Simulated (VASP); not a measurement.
```
CsCl
1.0
    4.07239     0.00000     0.00000
    0.00000     4.07239     0.00000
    0.00000     0.00000     4.07239
Cs Cl
1 1
Cartesian
  0.00000   0.00000   0.00000
  2.03619   2.03619   2.03619
```

These are PBEsol GGA, VASP's PBE PAW potentials (set 64) (plane waves; VASP) values and carry that method's errors. Run with 400 eV cut-off, 8×8×8 Γ-centred mesh, Gaussian smearing of 0.010 eV, potentials Cs_sv Cl.

Unless said otherwise, spin-orbit coupling is left out, though it shifts the bands of the heavy elements here.

### Question
Predict the energy per atom (σ→0), band gap (on the k-mesh) with the smallest direct gap where there is one.

### Answer

```json
{
  "band gap (on the k-mesh)": "5.21 eV",
  "smallest direct gap (on the k-mesh)": "5.21 eV",
  "energy per atom (σ→0)": "-3.423 eV/atom"
}
```

Only differences to runs with the same potentials and settings are physical.

The structure comes from a measured CsCl entry (Pm-3m) of the Crystallography Open Database, whose conditions weren't checked. It was relaxed first.
